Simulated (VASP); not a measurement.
Lu3AlN4:

```
Lu Al N
1.0
    -3.16675    3.16675    3.52264
     3.16675   -3.16675    3.52264
     3.16675    3.16675   -3.52264
Lu Al N
3 1 4
Direct
  0.50000 0.50000 0.00000
  0.50000 0.00000 0.50000
  0.00000 0.50000 0.50000
  0.00000 0.00000 0.00000
  0.50000 0.50000 0.50000
  0.00000 0.00000 0.50000
  0.50000 0.00000 0.00000
  0.00000 0.50000 0.00000
```

The cell was built by a generator and needn't be a form met in nature.

* Program: VASP 6.6.1
* Task: relaxation of cell and atoms
* Functional: PBE
* Potentials or basis: VASP PAW PBE potentials, release 64 (Lu, Al, N)
* Cutoff: 520 eV
* k mesh: 3 × 3 × 3
* Occupations: gaussian, width 0.15 eV
* Spin: no spin polarisation

At the start: pressure -27.6 GPa; volume 17.66 Å³/atom.

How do energy, volume and symmetry change on relaxing?

Over 15 steps the energy falls by 752.2 meV/atom and the volume is 12.01 Å³/atom (-32.0 %); space group Im-3m (No. 229, to 0.05 Å).

The path:
```csv
step,energy change (eV),largest force (eV/Å),pressure (GPa),volume (Å³)
1,0.0000,0.0000,-27.60,141.30
2,6396.1715,0.0000,357.61,87.17
3,301.5384,0.0000,-563.52,135.12
4,2499.8213,0.0000,605.80,102.17
5,54.1568,0.0000,-1814.13,117.94
6,39.7952,0.0000,-44.52,105.75
7,6.9325,0.0000,-378.93,105.11
8,-4.1267,0.0000,-8.51,103.63
9,-5.4518,0.0000,-8.65,102.95
10,-5.8484,0.0000,-6.74,100.72
11,-5.9145,0.0000,2.23,94.22
12,-5.9390,0.0000,1.89,95.64
13,-5.9205,0.0000,-1.36,98.16
14,-5.9391,0.0000,-2.57,96.87
15,-6.0174,0.0000,0.37,96.12
```

Final structure:
```xyz
8
Lattice="-2.8863 2.8863 2.8843 2.8863 -2.8863 2.8843 2.8863 2.8863 -2.8843" Properties=species:S:1:pos:R:3 pbc="T T T"
Lu    0.0000    0.0000    2.8843
Lu    0.0000    2.8863    0.0000
Lu    2.8863    0.0000    0.0000
Al    0.0000    0.0000    0.0000
N     1.4432    1.4432    1.4421
N     1.4432    1.4432   -1.4421
N    -1.4432    1.4432    1.4421
N     1.4432   -1.4432    1.4421
```

Caveat: the k mesh is coarse (spacing up to 0.47 Å⁻¹), so the values aren't converged; the volume moved by over 15 % at a fixed basis, so the end points are rough.
